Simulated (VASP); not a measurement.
# LaTe (relaxed from the rock salt structure, space group Fm-3m): computed properties

Calculation: PBEsol GGA, VASP's PBE PAW potentials (set 64) (plane waves; VASP 6.6.1).

```yaml
space_group: Fm-3m (225)
cell: a = b = c = 6.390 Å, α = β = γ = 90.00°
volume_per_atom: 32.62 Å^3/atom
band gap (over mesh and band path): none (metal, semimetal or under 0.01 eV)
density: 6.78 g/cm³
```

Space group Fm-3m (No. 225); a = b = c = 6.3902 Å, α = β = γ = 90.00°

| atom | site | symmetry | x | y | z |
|---|---|---|---|---|---|
| La | 4a | m-3m | 0.0000 | 0.0000 | 0.0000 |
| Te | 4b | m-3m | 0.5000 | 0.5000 | 0.5000 |
(The calculation used a cell of 2 atoms; values per cell refer to that cell.)

Unless said otherwise, spin-orbit coupling is left out, though it shifts the bands of the heavy elements here.

The structure was generated: LaTe was put into the rock salt type (Fm-3m), which need not be its known phase. It was relaxed first, which changed the volume by -37 %. Symmetry was kept, so distortions that lower it aren't found. The electron count is odd and the run is not spin-polarised, which forces a metal.
